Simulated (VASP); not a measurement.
Set up this calculation in VASP 6.6.1, as the native input.

* Task: relaxation of cell and atoms
* Functional: PBE
* Potentials or basis: VASP PAW PBE potentials, release 64 (Be, Ni)
* Cutoff: 600 eV
* k mesh: 9 × 9 × 7
* Occupations: methfessel-paxton, width 0.2 eV
* Spin: collinear spin, ferromagnetic start
* Starting moments: [0.0, 0.0, 0.0, 0.0, 1.0] μB
* Further INCAR settings: ALGO = Normal; EDIFF = 1e-06; IBRION = 2; EDIFFG = -0.02; NSW = 60; ISIF = 3

The structure of Be4Ni lies in POSCAR:

```
Be4Ni
1.0
    3.5422415200      0.0000000000      0.0000000000
   -1.7711207600      3.0676711400      0.0000000000
    0.0000000000      0.0000000000      3.7286888500
Be Ni
4 1
Direct
    0.5000000000      0.0000000000      0.5000000000
    0.0000000000      0.5000000000      0.5000000000
    0.5000000000      0.5000000000      0.5000000000
    0.0000000000      0.0000000000      0.0000000000
    0.0000000000      0.0000000000      0.5000000000
```

The cell was built by a generator and needn't be a form met in nature.

The input as run:

INCAR

```
SYSTEM = Be4Ni
PREC     = Accurate       ! precision mode
ENCUT    = 600            ! plane-wave cutoff, eV
EDIFF    = 1E-6           ! SCF threshold, eV
ISMEAR   = 1              ! smearing method
SIGMA    = 0.2            ! smearing width, eV
LREAL    = .False.        ! projectors in reciprocal space
LASPH    = .True.         ! aspherical terms in the spheres
NELM     = 150            ! most SCF steps
ALGO     = Normal         ! electronic algorithm
ISIF     = 3              ! what is computed and relaxed
LWAVE    = .False.        ! write WAVECAR
LCHARG   = .False.        ! write CHGCAR
ISPIN    = 2              ! spin polarisation
MAGMOM   = 0 0 0 0 1      ! initial moments
LORBIT   = 11             ! projections on sites
LMAXMIX  = 4              ! l up to which the mixer works
GGA      = PE             ! functional
IBRION   = 2              ! ionic algorithm
NSW      = 60             ! ionic steps
EDIFFG   = -0.02          ! ionic threshold
```

KPOINTS

```
regular mesh
0
Gamma
  9 9 7
  0 0 0
```

Potentials or basis: VASP PAW PBE potentials, release 64 (Be, Ni).

Launch:

```bash
$ cat potpaw_PBE.64/Be/POTCAR potpaw_PBE.64/Ni/POTCAR > POTCAR
$ mpirun -np 1 vasp_std > vasp.out
```

Results of the run:

```
Relaxed volume                                        : 12.95 Å³/atom
Relaxed cell                                          : a = 4.300 Å, b = 4.300 Å, c = 4.043 Å, α = 90.00°, β = 90.00°, γ = 120.00°
Space group after relaxing (to 0.05 Å)                : P6/mmm (No. 191)
Energy gained by relaxing                             : 1267.5 meV/atom
Ionic steps                                           : 7
Pressure after relaxing                               : 0.1 GPa
Band gap on the k mesh                                : none (metal or under the smearing width)
Net moment                                            : 0.00 μB per cell
Valence electrons inside the program's atomic spheres : Be 1.09, 0.90; Ni 9.74
```

Caveat: the volume moved by over 15 % at a fixed basis, so the end points are rough.

Wall time 2.9 min on 1 thread of Intel(R) Xeon(R) 6975P-C (Granite Rapids), with other jobs on the host, peak memory 0.21 GiB.
